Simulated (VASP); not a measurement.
An input for Quantum ESPRESSO's pw.x (written as the equivalent of a VASP run, and not itself run):

```
&CONTROL
  calculation = 'scf'
  pseudo_dir = './pseudo'
  outdir = './out'
  tprnfor = .true.
  tstress = .true.
/
&SYSTEM
  ibrav = 0
  nat = 4
  ntyp = 2
  ecutwfc = 84
  occupations = 'tetrahedra'
  input_dft = 'vdw-df2'
/
&ELECTRONS
  conv_thr = 7.3e-09
  electron_maxstep = 100
/
ATOMIC_SPECIES
  B 10.810 B.upf
  N 14.007 N.upf
CELL_PARAMETERS angstrom
     1.2605274   -2.1832979    0.0000000
     1.2605274    2.1832979    0.0000000
     0.0000000    0.0000000    6.9235689
ATOMIC_POSITIONS crystal
  B    0.3333330  0.6666670  0.2500000
  B    0.6666670  0.3333330  0.7500000
  N    0.6666670  0.3333330  0.2500000
  N    0.3333330  0.6666670  0.7500000
K_POINTS automatic
  11 11 4 0 0 0
```

Task: Translate this input to VASP (INCAR, KPOINTS, POSCAR, choice of POTCAR).

Result: Several could match; the one computed here: 
KPOINTS:
```
Automatic mesh
0
Gamma
11 11 4
0 0 0
```

### INCAR
```
# general
SYSTEM  =BN
PREC    =Accurate
ENCUT   =520   # plane-wave cut-off (eV)
LREAL   =.FALSE.   # projection in real space or not
LASPH   =.TRUE.

# electronic loop
EDIFF   =1E-7
NELM    =100   # most electronic steps
ALGO    =Normal   # blocked Davidson

# smearing
ISMEAR  =-5

# functional
GGA     =ML
LUSE_VDW=.TRUE.
AGGAC   =0.0
ZAB_VDW =-1.8867

# ions
ISIF    =2

# output
LWAVE   =.FALSE.
LCHARG  =.TRUE.
LORBIT  =11   # lm-projected
NEDOS   =601   # DOS grid

# other
LEFG    =.TRUE.
```

File POSCAR:
```
BN
1
    1.2605274218    -2.1832979357     0.0000000000
    1.2605274218     2.1832979357     0.0000000000
    0.0000000000     0.0000000000     6.9235689468
B N
2 2
Direct
  0.3333330000   0.6666670000   0.2500000000
  0.6666670000   0.3333330000   0.7500000000
  0.6666670000   0.3333330000   0.2500000000
  0.3333330000   0.6666670000   0.7500000000
```

POTCAR, in this order: B N (PBE.64 set). Program: vasp_std.

What does not carry over: the potentials are each code's own (VASP's PAW set, PseudoDojo norm-conserving files in pw.x), so ENCUT and ecutwfc are chosen apart and not converted; conv_thr bounds pw.x's estimated SCF error, while EDIFF bounds the energy change between steps; the field gradients of LEFG aren't asked of the other code.

The compound is BN in the hex structure. It was relaxed first, which changed the volume by +5 %.
